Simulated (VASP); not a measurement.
# CoSi2: input slips in a phonon run and what they do, part 3 of 3

Aim: see how common mistakes in a phonon run show up, on CoSi2. The starting structure is a measured crystal structure from the Crystallography Open Database.

VASP 6.6.1.

Results so far: reference T1u 350.4 cm⁻¹; finite displacements, else as the reference T1u 350.4 cm⁻¹; a loose electronic threshold T1u 354.4 cm⁻¹; a k mesh far too coarse T1u 403.3 cm⁻¹; one-sided displacements T1u 350.4 cm⁻¹; low precision and real-space projectors T1u 343.0 cm⁻¹.

## Step 8: Modes with spin polarisation switched off

Level of this step: LDA, no spin polarisation; plane waves and PAW (Co, Si) (VASP).

A slip made on purpose: spin polarisation switched off. Against step 2 the input has no ISPIN, no MAGMOM and another starting structure (also changed: NBANDS and LMAXMIX). The cell comes from a relaxation at this level, not shown (36.70 Å³).

File INCAR:

```
SYSTEM = CoSi2
PREC = Accurate
ENCUT = 450
EDIFF = 1E-08
NELM = 100
ISMEAR = 0
SIGMA = 0.05
LREAL = .FALSE.
ALGO = Normal
GGA = CA
NBANDS = 14
LASPH = .TRUE.
LORBIT = 11
LWAVE = .FALSE.
LCHARG = .FALSE.
KPAR = 8
IBRION = 8
ISIF = 2
```

File POSCAR:

```
CoSi2
1.0
    0.0000000000      2.6377216728      2.6377216728
    2.6377216728      0.0000000000      2.6377216728
    2.6377216728      2.6377216728      0.0000000000
Co Si
1 2
Direct
    0.0000000000      0.0000000000      0.0000000000
    0.7500000000      0.7500000000      0.7500000000
    0.2500000000      0.2500000000      0.2500000000
```

File KPOINTS:

```
Automatic mesh
0
Gamma
12 12 12
0 0 0
```

Potentials, in the order of the species: Co and Si (LDA family, release 64).

Command:

```bash
$ mpirun -np 8 vasp_std
```

The log of the run:

```text
[... set-up lines as in an earlier step ...]
 entering main loop
       N       E                     dE             d eps       ncg     rms          rms(c)
DAV:   1     0.604822293572E+02    0.60482E+02   -0.63740E+03  2032   0.104E+03
DAV:   2    -0.198942187816E+02   -0.80376E+02   -0.73092E+02  2082   0.219E+02
DAV:   3    -0.232857766412E+02   -0.33916E+01   -0.32969E+01  2638   0.514E+01
DAV:   4    -0.233532436484E+02   -0.67467E-01   -0.67399E-01  2416   0.708E+00
[...]
DAV:  14    -0.219309002643E+02   -0.80711E-07   -0.19206E-07  3062   0.427E-03    0.264E-03
DAV:  15    -0.219309001770E+02    0.87342E-07   -0.16741E-07  3022   0.810E-03    0.503E-04
DAV:  16    -0.219309001804E+02   -0.33888E-08   -0.14382E-08  1566   0.922E-04
   1 F= -.21930900E+02 E0= -.21930297E+02  d E =-.120575E-02
 Linear response reoptimize wavefunctions to high precision
DAV:   1    -0.219309001809E+02   -0.48544E-09   -0.15150E-09  1692   0.606E-04
DAV:   2    -0.219309001809E+02   -0.35698E-10   -0.21437E-10  1338   0.135E-04
 Linear response DOF=           2
 Linear response progress:
[...]
RMM:   8    -0.174722135547E+00    0.75661E-05   -0.41161E-08  7927   0.173E-03    0.425E-04
RMM:   9    -0.174718689526E+00    0.34460E-05   -0.17780E-09  7599   0.469E-04    0.661E-05
RMM:  10    -0.174718698121E+00   -0.85950E-08   -0.34828E-10  8040   0.143E-04    0.255E-05
 first order change of Fermi-energy   0.34045E-03
 force on displaced ion       1 direction 1 : -12.994   0.000   0.000
 Linear response progress:
  Degree of freedom:   2/  2
       N       E                     dE             d eps       ncg     rms          rms(c)
RMM:   1    -0.213013404299E-01   -0.21301E-01    0.26181E-02 19162   0.136E+00
RMM:   2    -0.184201380117E-01    0.28812E-02   -0.10896E-03 11199   0.608E-01    0.108E-01
RMM:   3    -0.186418792895E-01   -0.22174E-03   -0.59808E-04 13030   0.191E-01    0.555E-02
RMM:   4    -0.188694981022E-01   -0.22762E-03   -0.10442E-04 12059   0.801E-02    0.920E-03
[...]
RMM:   9    -0.188467805900E-01    0.71019E-06   -0.18193E-08 13892   0.617E-04    0.997E-05
RMM:  10    -0.188468875859E-01   -0.10700E-06   -0.55885E-09 14146   0.178E-04    0.201E-05
RMM:  11    -0.188468925888E-01   -0.50029E-08   -0.36424E-09 14398   0.615E-05    0.102E-05
 first order change of Fermi-energy   0.75190E-05
 force on displaced ion       2 direction 1 :  -9.483   0.000   0.000
 Linear response finished
```

It took 1.8 min on 8 MPI ranks of AMD EPYC 7R43, shared host; peak memory 2.8 GiB.

Parts of OUTCAR (step 8):

```text
  Total        0.0036408      0.0036408      0.0036408      0.0000000      0.0000000     -0.0000000
  in kB        0.1589263      0.1589263      0.1589263      0.0000000      0.0000000     -0.0000000
  external PRESSURE =       0.1589263 kB  Pullay stress =       0.0000000 kB

 POSITION                                       TOTAL-FORCE (eV/Angst)
 -----------------------------------------------------------------------------------
      0.00000      0.00000      0.00000        -0.000000     -0.000000     -0.000000
      3.95658      3.95658      3.95658         0.000000      0.000000      0.000000
      1.31886      1.31886      1.31886        -0.000000     -0.000000     -0.000000
 -----------------------------------------------------------------------------------
    total drift:                               -0.000000     -0.000000      0.000000

[... 2 further parts left out ...]
```

With spin polarisation switched off the modes are T1u 350.4, T2g 347.6 cm⁻¹, as with the reference.

## Step 9: All runs side by side

| run | T1u | T2g | imaginary modes, each partner counted | method | core minutes |
| --- | --- | --- | --- | --- | --- |
| reference | 350.4 | 347.6 | 0 | perturbation theory | 29.6 |
| finite displacements, else as the reference | 350.4 | 347.9 | 0 | finite displacements | 24.3 |
| a loose electronic threshold | 354.4 | 347.1 | 0 | finite displacements | 11.7 |
| a k mesh far too coarse | 403.3 | -642.1 | 3 | perturbation theory | 3.2 |
| one-sided displacements | 350.4 | 347.9 | 0 | finite displacements | 16.1 |
| low precision and real-space projectors | 343.0 | 323.4 | 0 | finite displacements | 18.4 |
| spin polarisation switched off | 350.4 | 347.6 | 0 | perturbation theory | 14.5 |

Modes are in cm⁻¹, degenerate ones as one, matched between runs by symmetry and order. A number in brackets counts the listed modes of one symmetry from the lowest. The symmetry labels come from an automatic analysis and can be wrong where levels nearly coincide. Core minutes are wall time times ranks of the run shown, on a shared host.

## Step 10: What came out

```
T1u, reference                                   : 350.4 cm⁻¹
T2g, reference                                   : 347.6 cm⁻¹
T1u, finite displacements, else as the reference : 350.4 cm⁻¹
T2g, finite displacements, else as the reference : 347.9 cm⁻¹
T1u, a loose electronic threshold                : 354.4 cm⁻¹
T2g, a loose electronic threshold                : 347.1 cm⁻¹
T1u, a k mesh far too coarse                     : 403.3 cm⁻¹
T2g, a k mesh far too coarse                     : -642.1 cm⁻¹
T1u, one-sided displacements                     : 350.4 cm⁻¹
T2g, one-sided displacements                     : 347.9 cm⁻¹
T1u, low precision and real-space projectors     : 343.0 cm⁻¹
T2g, low precision and real-space projectors     : 323.4 cm⁻¹
T1u, spin polarisation switched off              : 350.4 cm⁻¹
T2g, spin polarisation switched off              : 347.6 cm⁻¹
```

Finished, but with signs in the output that stand out against the reference: a loose electronic threshold, with modes off by up to +4.0 cm⁻¹, in T1u (signs: a pressure of 0.2 GPa on the undisplaced cell and a translation at -11 cm⁻¹ instead of zero); a k mesh far too coarse, with T2g turned imaginary (signs: a pressure of -3.8 GPa on the undisplaced cell and imaginary modes); low precision and real-space projectors, with modes off by up to -24 cm⁻¹, in T2g (signs: VASP's advice that real-space projection is less accurate, a pressure of 6.7 GPa on the undisplaced cell and a translation at -9 cm⁻¹ instead of zero). Little came of one-sided displacements and spin polarisation switched off in this material. Runs with finite displacements are held against the sound run of that kind. Further runs on this material are not shown.

[Lines on the potential files, build, host, timing and source positions are cut from VASP's logs without a mark.]

[Logs are printed without paths, hosts, clocks, repeated set-up lines and the standing remarks that a program may print on its own settings, such as how far it seeks lower states.]

[Hosts, paths, dates, database ids (printed as entryN), source tags and the programs' standing remarks are cut or masked in the printed files.]
